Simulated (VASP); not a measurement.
Data:

```
CELL_PARAMETERS angstrom
      1.55443    -2.69235     0.00000
      1.55443     2.69235     0.00000
      0.00000     0.00000    12.56694
ATOMIC_POSITIONS crystal
  Mo 0.33333 0.66667 0.25000
  Mo 0.66667 0.33333 0.75000
  S  0.33333 0.66667 0.87099
  S  0.66667 0.33333 0.37099
  S  0.66667 0.33333 0.12901
  S  0.33333 0.66667 0.62901
```

Computed with SCAN meta-GGA, VASP's PBE PAW potentials (set 64) (plane waves; VASP). Run with 520 eV cut-off, 8×8×2 Γ-centred mesh, Gaussian smearing of 0.050 eV, potentials Mo_sv S.

**Question.** The ions and cell shape at fixed volume are relaxed. Predict the relaxed structure.

**Answer.** 
```
CELL_PARAMETERS angstrom
      1.57732    -2.73200     0.00000
      1.57732     2.73200     0.00000
      0.00000     0.00000    12.20485
ATOMIC_POSITIONS crystal
  Mo 0.33333 0.66667 0.25000
  Mo 0.66667 0.33333 0.75000
  S  0.33333 0.66667 0.87734
  S  0.66667 0.33333 0.37734
  S  0.66667 0.33333 0.12266
  S  0.33333 0.66667 0.62266
```
Space group P6_3/mmc (194), at a tolerance of 0.03 Å.

**Question.** How much energy does the relaxation gain?

**Answer.** The energy (σ→0) changes by -27.9 meV/atom, in 7 ionic steps.

```tsv
step	E(σ→0) (eV)	max force (eV/Å)	pressure (GPa)	volume (Å³)
1	-113.7151	1.145	10.61	105.19
2	-113.8168	0.134	4.39	105.19
3	-113.8202	0.055	5.29	105.19
4	-113.8715	0.042	3.68	105.19
5	-113.8824	0.041	2.56	105.19
6	-113.8825	0.025	2.24	105.19
7	-113.8825	0.003	2.37	105.19
```

The compound is MoS2 in the 2H layered structure. This cell is one point of a volume scan, at 0.94 of the reference volume. Symmetry was kept, so distortions that lower it aren't found.
